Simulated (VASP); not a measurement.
Method: PBEsol GGA, VASP's PBE PAW potentials (set 64) (plane waves; VASP).

A VASP calculation is set up with these files.

File KPOINTS:
```
Automatic mesh
0
Gamma
12 12 7
0 0 0
```

### INCAR
```
ALGO = Normal
EDIFF = 1E-6
EDIFFG = -0.01
ENCUT = 480
GGA = PS
IBRION = 2
ISIF = 3
ISMEAR = 1
LASPH = .TRUE.
LCHARG = .FALSE.
LMAXMIX = 4
LREAL = .FALSE.
LWAVE = .FALSE.
NELM = 100
NSW = 60
PREC = Accurate
SIGMA = 0.1
SYSTEM = Zr
```

### POSCAR
```
Zr
1
    3.2300000000     0.0000000000     0.0000000000
   -1.6150000000     2.7972620000     0.0000000000
    0.0000000000     0.0000000000     5.1500000000
Zr
2
Direct
  0.6666670000   0.3333330000   0.7500000000
  0.3333330000   0.6666670000   0.2500000000
```

POTCAR, in this order: Zr_sv (PBE.64 set). Program: vasp_std.

Output

### OUTCAR
```
 ion  position               nearest neighbor table
   1  0.667  0.333  0.750-   2 3.18   2 3.18   2 3.18   2 3.18   2 3.18   2 3.18
   2  0.333  0.667  0.250-   1 3.18   1 3.18   1 3.18   1 3.18   1 3.18   1 3.18
  LATTYP: Found a hexagonal cell.
 ALAT       =     3.2300000000
 C/A-ratio  =     1.5944272446
 Subroutine PRICEL returns:
 Original cell was already a primitive cell.
 Subroutine GETGRP returns: Found 24 space group operations
The static configuration has the point symmetry D_3d.
 The point group associated with its full space group is D_6h.
The dynamic configuration has the point symmetry D_3d.
 Subroutine INISYM returns: Found 24 space group operations
 Subroutine IBZKPT returns following result:
 Found     76 irreducible k-points:

 Following reciprocal coordinates:
            Coordinates               Weight
  0.000000  0.000000  0.000000      1.000000
  0.083333  0.000000  0.000000      6.000000
  0.166667  0.000000  0.000000      6.000000
  0.250000  0.000000  0.000000      6.000000
  0.333333 -0.000000  0.000000      6.000000
  0.416667 -0.000000  0.000000      6.000000
  0.500000  0.000000  0.000000      3.000000
  0.083333  0.083333  0.000000      6.000000
  0.166667  0.083333  0.000000     12.000000
  0.250000  0.083333  0.000000     12.000000
  0.333333  0.083333  0.000000     12.000000
  0.416667  0.083333  0.000000     12.000000
  0.166667  0.166667  0.000000      6.000000
  0.250000  0.166667  0.000000     12.000000
  0.333333  0.166667  0.000000     12.000000
  0.416667  0.166667  0.000000      6.000000
  0.250000  0.250000  0.000000      6.000000
  0.333333  0.250000  0.000000     12.000000
  0.333333  0.333333  0.000000      2.000000
  0.000000  0.000000  0.142857      2.000000
  0.083333  0.000000  0.142857     12.000000
  0.166667  0.000000  0.142857     12.000000
...
```

File OSZICAR:
```
       N       E                     dE             d eps       ncg     rms          rms(c)
DAV:   1     0.204482300701E+03    0.20448E+03   -0.13132E+04  2432   0.140E+03
DAV:   2    -0.511353291398E+01   -0.20960E+03   -0.20776E+03  3096   0.404E+02
DAV:   3    -0.187410767782E+02   -0.13628E+02   -0.13526E+02  4616   0.745E+01
DAV:   4    -0.189782447588E+02   -0.23717E+00   -0.23715E+00  2712   0.112E+01
DAV:   5    -0.189840085587E+02   -0.57638E-02   -0.57638E-02  3880   0.123E+00    0.151E+01
DAV:   6    -0.182815499843E+02    0.70246E+00   -0.10794E+00  2512   0.894E+00    0.590E+00
DAV:   7    -0.181388816853E+02    0.14267E+00   -0.69421E-01  3592   0.615E+00    0.116E+00
DAV:   8    -0.181422505192E+02   -0.33688E-02   -0.35958E-02  3256   0.168E+00    0.319E-01
DAV:   9    -0.181425904736E+02   -0.33995E-03   -0.21781E-03  3032   0.491E-01    0.315E-02
DAV:  10    -0.181425612969E+02    0.29177E-04   -0.61274E-05  3664   0.477E-02    0.236E-02
DAV:  11    -0.181425610674E+02    0.22952E-06   -0.98220E-06  2712   0.414E-02
   1 F= -.18142561E+02 E0= -.18142232E+02  d E =-.181426E+02
       N       E                     dE             d eps       ncg     rms          rms(c)
DAV:   1    -0.190455210688E+02   -0.90296E+00   -0.29681E+01  2944   0.571E+01    0.101E+01
DAV:   2    -0.182486625279E+02    0.79686E+00   -0.23833E+00  2688   0.150E+01    0.291E+00
DAV:   3    -0.180995333877E+02    0.14913E+00   -0.98939E-01  3544   0.752E+00    0.187E+00
DAV:   4    -0.181256827956E+02   -0.26149E-01   -0.81064E-02  3056   0.132E+00    0.756E-01
DAV:   5    -0.181441158717E+02   -0.18433E-01   -0.68174E-02  3648   0.151E+00    0.267E-01
DAV:   6    -0.181438333915E+02    0.28248E-03   -0.26778E-03  3344   0.431E-01    0.930E-02
DAV:   7    -0.181438985772E+02   -0.65186E-04   -0.15791E-04  3400   0.131E-01    0.543E-03
DAV:   8    -0.181439007603E+02   -0.21831E-05   -0.35872E-06  2952   0.134E-02    0.464E-03
DAV:   9    -0.181439037076E+02   -0.29473E-05   -0.25527E-06  2200   0.113E-02    0.202E-03
DAV:  10    -0.181439036379E+02    0.69676E-07   -0.25506E-07  1440   0.455E-03
   2 F= -.18143904E+02 E0= -.18143939E+02  d E =-.134257E-02
       N       E                     dE             d eps       ncg     rms          rms(c)
DAV:   1    -0.183527158054E+02   -0.20881E+00   -0.68037E+00  2744   0.279E+01    0.440E+00
DAV:   2    -0.181905684567E+02    0.16215E+00   -0.66756E-01  3008   0.766E+00    0.154E+00
DAV:   3    -0.181480927563E+02    0.42476E-01   -0.23157E-01  3544   0.376E+00    0.817E-01
DAV:   4    -0.181537675472E+02   -0.56748E-02   -0.22049E-02  3008   0.726E-01    0.348E-01
DAV:   5    -0.181581850796E+02   -0.44175E-02   -0.13740E-02  3680   0.688E-01    0.163E-01
DAV:   6    -0.181582598364E+02   -0.74757E-04   -0.63046E-04  2848   0.207E-01    0.368E-02
DAV:   7    -0.181582704095E+02   -0.10573E-04   -0.22641E-05  3792   0.428E-02    0.153E-02
DAV:   8    -0.181582720503E+02   -0.16408E-05   -0.52167E-06  2936   0.260E-02    0.404E-03
DAV:   9    -0.181582720895E+02   -0.39191E-07   -0.24738E-07  1504   0.442E-03
   3 F= -.18158272E+02 E0= -.18158150E+02  d E =-.157110E-01
       N       E                     dE             d eps       ncg     rms          rms(c)
DAV:   1    -0.181583592072E+02   -0.87157E-04   -0.31158E-03  2840   0.591E-01    0.967E-02
DAV:   2    -0.181582796453E+02    0.79562E-04   -0.29010E-04  3064   0.161E-01    0.317E-02
DAV:   3    -0.181582606186E+02    0.19027E-04   -0.10519E-04  3536   0.787E-02    0.179E-02
DAV:   4    -0.181582643901E+02   -0.37715E-05   -0.95152E-06  2592   0.147E-02    0.755E-03
DAV:   5    -0.181582677727E+02   -0.33826E-05   -0.67565E-06  2968   0.163E-02    0.294E-03
DAV:   6    -0.181582680147E+02   -0.24200E-06   -0.34918E-07  1344   0.599E-03
   4 F= -.18158268E+02 E0= -.18158150E+02  d E =-.157069E-01
       N       E                     dE             d eps       ncg     rms          rms(c)
DAV:   1    -0.181608705968E+02   -0.26028E-02   -0.13851E-01  2432   0.350E+00    0.264E-01
DAV:   2    -0.181591731720E+02    0.16974E-02   -0.42900E-03  2848   0.520E-01    0.122E-01
DAV:   3    -0.181587041217E+02    0.46905E-03   -0.18434E-03  3288   0.310E-01    0.205E-02
DAV:   4    -0.181587075155E+02   -0.33938E-05   -0.28669E-05  2904   0.516E-02    0.944E-03
DAV:   5    -0.181587078267E+02   -0.31120E-06   -0.17245E-06  2136   0.118E-02
   5 F= -.18158708E+02 E0= -.18158725E+02  d E =-.439812E-03
       N       E                     dE             d eps       ncg     rms          rms(c)
DAV:   1    -0.181615783257E+02   -0.28708E-02   -0.17209E-01  2432   0.390E+00    0.295E-01
DAV:   2    -0.181594545154E+02    0.21238E-02   -0.53555E-03  2832   0.579E-01    0.137E-01
DAV:   3    -0.181588668636E+02    0.58765E-03   -0.23216E-03  3296   0.347E-01    0.228E-02
DAV:   4    -0.181588710514E+02   -0.41877E-05   -0.35883E-05  2896   0.575E-02    0.106E-02
DAV:   5    -0.181588715404E+02   -0.48904E-06   -0.21592E-06  2328   0.131E-02
   6 F= -.18158872E+02 E0= -.18159049E+02  d E =-.603526E-03
```

OUTCAR:
```
------------------------ aborting loop because EDIFF is reached ----------------------------------------
  FORCE on cell =-STRESS in cart. coord.  units (eV):
  Direction    XX          YY          ZZ          XY          YZ          ZX
  --------------------------------------------------------------------------------------
  Total        0.0170392      0.0170392      0.0142319      0.0000000      0.0000000      0.0000000
  in kB        0.6075552      0.6075552      0.5074565      0.0000000      0.0000000      0.0000000
  external PRESSURE =       0.5741890 kB  Pullay stress =       0.0000000 kB
  volume of cell :       44.93
      direct lattice vectors                 reciprocal lattice vectors
     3.180588760  0.000000000  0.000000000     0.314407198  0.181523084  0.000000000
    -1.590294380  2.754470613 -0.000000000     0.000000000  0.363046168  0.000000000
    -0.000000000 -0.000000000  5.128944248     0.000000000  0.000000000  0.194971899
 POSITION                                       TOTAL-FORCE (eV/Angst)
 -----------------------------------------------------------------------------------
      1.59030      0.91816      3.84671        -0.000000      0.000000      0.000000
     -0.00000      1.83631      1.28224         0.000000     -0.000000      0.000000
 -----------------------------------------------------------------------------------
    total drift:                                0.000448     -0.000258      0.000661
  FREE ENERGIE OF THE ION-ELECTRON SYSTEM (eV)
  ---------------------------------------------------
  free  energy   TOTEN  =       -18.1588715404 eV

  energy  without entropy=      -18.1594046704  energy(sigma->0) =      -18.15904925

 reached required accuracy - stopping structural energy minimisation
```
(Selected blocks of OUTCAR.)

File CONTCAR:
```
Zr
   1.00000000000000
     3.1805887599744693    0.0000000000000000    0.0000000000000000
    -1.5902943799872347    2.7544706133843446   -0.0000000000000000
    -0.0000000000000000   -0.0000000000000000    5.1289442480120240
  Zr
     2
Direct
     0.6666669999999968    0.3333330000000032    0.7500000000000000
     0.3333330000000032    0.6666669999999968    0.2500000000000000
```

Energy and stress use the plane-wave basis of the starting cell.

The compound is Zr in the hcp structure. This run relaxes it. Symmetry was kept, so distortions that lower it aren't found.
